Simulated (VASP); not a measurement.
Output of a VASP run:

### OUTCAR
```
 ion  position               nearest neighbor table
   1  0.000  0.000  0.000-   4 1.87   5 1.87   4 1.87   5 1.87   3 1.88   6 1.88
   2  0.500  0.500  0.500-   3 1.87   6 1.87   3 1.87   6 1.87   5 1.88   4 1.88
   3  0.303  0.303  0.000-   2 1.87   2 1.87   1 1.88
   4  0.803  0.197  0.500-   1 1.87   1 1.87   2 1.88
   5  0.197  0.803  0.500-   1 1.87   1 1.87   2 1.88
   6  0.697  0.697  0.000-   2 1.87   2 1.87   1 1.88
  LATTYP: Found a simple tetragonal cell.
 ALAT       =     4.3731691822
 C/A-ratio  =     0.6479804930
 Subroutine PRICEL returns:
 Original cell was already a primitive cell.
 Subroutine GETGRP returns: Found 16 space group operations
The static configuration has the point symmetry D_2h.
 The point group associated with its full space group is D_4h.
The dynamic configuration has the point symmetry D_2h.
The overall configuration has the point symmetry D_2h.
 Subroutine INISYM returns: Found 16 space group operations
 Subroutine IBZKPT returns following result:
 Found    105 irreducible k-points:

 Following reciprocal coordinates:
            Coordinates               Weight
  0.000000  0.000000  0.000000      1.000000
  0.125000  0.000000  0.000000      4.000000
  0.250000  0.000000  0.000000      4.000000
  0.375000  0.000000  0.000000      4.000000
  0.500000  0.000000  0.000000      2.000000
  0.125000  0.125000  0.000000      4.000000
  0.250000  0.125000  0.000000      8.000000
  0.375000  0.125000  0.000000      8.000000
  0.500000  0.125000  0.000000      4.000000
  0.250000  0.250000  0.000000      4.000000
  0.375000  0.250000  0.000000      8.000000
  0.500000  0.250000  0.000000      4.000000
  0.375000  0.375000  0.000000      4.000000
  0.500000  0.375000  0.000000      4.000000
  0.500000  0.500000  0.000000      1.000000
  0.000000  0.000000  0.083333      2.000000
  0.125000  0.000000  0.083333      8.000000
  0.250000  0.000000  0.083333      8.000000
  0.375000  0.000000  0.083333      8.000000
  0.500000  0.000000  0.083333      4.000000
  0.125000  0.125000  0.083333      8.000000
  0.250000  0.125000  0.083333     16.000000
  0.375000  0.125000  0.083333     16.000000
  0.500000  0.125000  0.083333      8.000000
  0.250000  0.250000  0.083333      8.000000
  0.375000  0.250000  0.083333     16.000000
  0.500000  0.250000  0.083333      8.000000
  0.375000  0.375000  0.083333      8.000000
  0.500000  0.375000  0.083333      8.000000
  0.500000  0.500000  0.083333      2.000000
  0.000000  0.000000  0.166667      2.000000
  0.125000  0.000000  0.166667      8.000000
  0.250000  0.000000  0.166667      8.000000
  0.375000  0.000000  0.166667      8.000000
  0.500000  0.000000  0.166667      4.000000
  0.125000  0.125000  0.166667      8.000000
  0.250000  0.125000  0.166667     16.000000
  0.375000  0.125000  0.166667     16.000000
  0.500000  0.125000  0.166667      8.000000
  0.250000  0.250000  0.166667      8.000000
   k-points           NKPTS =    105   k-points in BZ     NKDIM =    105   number of bands    NBANDS=     30
   number of dos      NEDOS =    601   number of ions     NIONS =      6
   total plane-waves  NPLWV =  31104
   dimension x,y,z NGX =    36 NGY =   36 NGZ =   24
   dimension x,y,z NGXF=    72 NGYF=   72 NGZF=   48
   ions per type =               2   4
   PREC   = accura    normal or accurate (medium, high low for compatibility)
   ISTART =      0    job   : 0-new  1-cont  2-samecut
   ICHARG =      2    charge: 1-file 2-atom 10-const
   ISPIN  =      2    spin polarized calculation?
   LNONCOLLINEAR =      F non collinear calculations
   LSORBIT =      F    spin-orbit coupling
   INIWAV =      1    electr: 0-lowe 1-rand  2-diag
   ENCUT  =  520.0 eV  38.22 Ry    6.18 a.u.   8.13  8.13  5.27*2*pi/ulx,y,z
   NELM   =    100;   NELMIN=  2; NELMDL= -5     # of ELM steps
   EDIFF  = 0.1E-06   stopping-criterion for ELM
   LREAL  =      F    real-space projection
...
```

OSZICAR:
```
       N       E                     dE             d eps       ncg     rms          rms(c)
DAV:   1     0.648272376351E+03    0.64827E+03   -0.28628E+04 12936   0.203E+03
DAV:   2     0.172054675678E+02   -0.63107E+03   -0.59575E+03 13522   0.573E+02
DAV:   3    -0.628967148114E+02   -0.80102E+02   -0.78210E+02 15684   0.193E+02
DAV:   4    -0.659054852199E+02   -0.30088E+01   -0.29439E+01 14680   0.336E+01
DAV:   5    -0.659606652579E+02   -0.55180E-01   -0.54825E-01 13160   0.515E+00    0.460E+01
DAV:   6    -0.614201641452E+02    0.45405E+01   -0.16294E+02 15684   0.121E+02    0.520E+01
DAV:   7    -0.530110670563E+02    0.84091E+01   -0.12128E+02 16232   0.123E+02    0.208E+01
DAV:   8    -0.509284616803E+02    0.20826E+01   -0.88397E+00 13414   0.299E+01    0.781E+00
DAV:   9    -0.505990930035E+02    0.32937E+00   -0.17515E+00 16878   0.134E+01    0.283E+00
DAV:  10    -0.506103356209E+02   -0.11243E-01   -0.17714E-01 13396   0.346E+00    0.159E+00
DAV:  11    -0.506063573534E+02    0.39783E-02   -0.21809E-02 13706   0.189E+00    0.500E-01
DAV:  12    -0.506053910774E+02    0.96628E-03   -0.57668E-03 15358   0.109E+00    0.189E-01
DAV:  13    -0.506054014648E+02   -0.10387E-04   -0.48375E-04 13980   0.162E-01    0.670E-02
DAV:  14    -0.506053373218E+02    0.64143E-04   -0.65880E-05 14730   0.836E-02    0.267E-02
DAV:  15    -0.506052849574E+02    0.52364E-04   -0.36536E-05 14348   0.726E-02    0.160E-02
DAV:  16    -0.506052956757E+02   -0.10718E-04   -0.56252E-06 14478   0.323E-02    0.506E-03
DAV:  17    -0.506053013152E+02   -0.56395E-05   -0.97250E-07 16052   0.116E-02    0.159E-03
DAV:  18    -0.506053006407E+02    0.67452E-06   -0.13189E-07  6742   0.313E-03    0.885E-04
DAV:  19    -0.506053003271E+02    0.31355E-06   -0.12274E-08  6396   0.109E-03    0.336E-04
DAV:  20    -0.506052998659E+02    0.46116E-06   -0.59275E-09  6402   0.599E-04    0.174E-04
DAV:  21    -0.506052999357E+02   -0.69749E-07   -0.11320E-09  6378   0.364E-04
   1 F= -.50605300E+02 E0= -.50605300E+02  d E =0.000000E+00  mag=    -0.0000
```

**OUTCAR**
```
------------------------ aborting loop because EDIFF is reached ----------------------------------------
  FORCE on cell =-STRESS in cart. coord.  units (eV):
  Direction    XX          YY          ZZ          XY          YZ          ZX
  --------------------------------------------------------------------------------------
  Total        0.0645691      0.0645691      0.1180853     -0.0000000      0.0000000      0.0000000
  in kB        1.9089057      1.9089057      3.4910474     -0.0000000      0.0000000      0.0000000
  external PRESSURE =       2.4362863 kB  Pullay stress =       0.0000000 kB
  volume of cell :       54.19
      direct lattice vectors                 reciprocal lattice vectors
     4.373169182  0.000000000  0.000000000     0.228667120  0.000000000  0.000000000
     0.000000000  4.373169182  0.000000000     0.000000000  0.228667120  0.000000000
     0.000000000  0.000000000  2.833728323     0.000000000  0.000000000  0.352891981
 POSITION                                       TOTAL-FORCE (eV/Angst)
 -----------------------------------------------------------------------------------
      0.00000      0.00000      0.00000         0.000000      0.000000      0.000000
      2.18658      2.18658      1.41686         0.000000      0.000000      0.000000
      1.32723      1.32723      0.00000        -0.008365     -0.008365      0.000000
      3.51381      0.85936      1.41686        -0.008365      0.008365     -0.000000
      0.85936      3.51381      1.41686         0.008365     -0.008365      0.000000
      3.04594      3.04594      0.00000         0.008365      0.008365     -0.000000
 -----------------------------------------------------------------------------------
    total drift:                                0.000000      0.000000      0.000000
  FREE ENERGIE OF THE ION-ELECTRON SYSTEM (eV)
  ---------------------------------------------------
  free  energy   TOTEN  =       -50.6052999357 eV

  energy  without entropy=      -50.6052999357  energy(sigma->0) =      -50.60529994

 total charge

# of ion       s       p       d       tot
------------------------------------------
    1        0.369   6.498   4.962  11.829
    2        0.369   6.498   4.962  11.829
    3        1.565   3.451   0.000   5.015
    4        1.565   3.451   0.000   5.015
    5        1.565   3.451   0.000   5.015
    6        1.565   3.451   0.000   5.015
--------------------------------------------------
tot          6.996  26.799   9.924  43.719

 magnetization (x)

# of ion       s       p       d       tot
------------------------------------------
    1        0.012   0.020   2.406   2.437
    2       -0.012  -0.020  -2.406  -2.437
    3       -0.001  -0.048   0.000  -0.049
    4        0.001   0.048   0.000   0.049
    5        0.001   0.048   0.000   0.049
    6       -0.001  -0.048   0.000  -0.049
--------------------------------------------------
tot          0.000   0.000  -0.000  -0.000
```
(Selected blocks of OUTCAR.)

POSCAR:
```
MnO2
1
    4.3731691822    -0.0000000000     0.0000000000
    0.0000000000     4.3731691822     0.0000000000
    0.0000000000     0.0000000000     2.8337283226
Mn O
2 4
Direct
  0.0000000000   0.0000000000   0.0000000000
  0.5000000000   0.5000000000   0.5000000000
  0.3034927809   0.3034927809   0.0000000000
  0.8034927809   0.1965072191   0.5000000000
  0.1965072191   0.8034927809   0.5000000000
  0.6965072191   0.6965072191   0.0000000000
```

Write an INCAR and KPOINTS that could have produced this output.

This is not unique; one that fits is the input of the run itself, PBEsol GGA, plane waves, VASP's PBE PAW potentials (set 64).

### INCAR
```
SYSTEM = MnO2
PREC = Accurate
ENCUT = 520
EDIFF = 1E-7
NELM = 100
ALGO = Normal
LREAL = .FALSE.
LASPH = .TRUE.
ISMEAR = -5
GGA = PS
LMAXMIX = 4
ISPIN = 2
MAGMOM = 2.4 -2.4 -0.0 0.0 0.0 -0.0
LORBIT = 11
LWAVE = .FALSE.
LCHARG = .TRUE.
NEDOS = 601
ISIF = 2
```

KPOINTS:
```
Automatic mesh
0
Gamma
8 8 12
0 0 0
```

POTCAR, in this order: Mn_pv O (PBE.64 set). Program: vasp_std.

For a metal the tetrahedron method with Blöchl corrections gives inexact stress and forces.

The compound is MnO2 in the rutile structure. It was relaxed first.
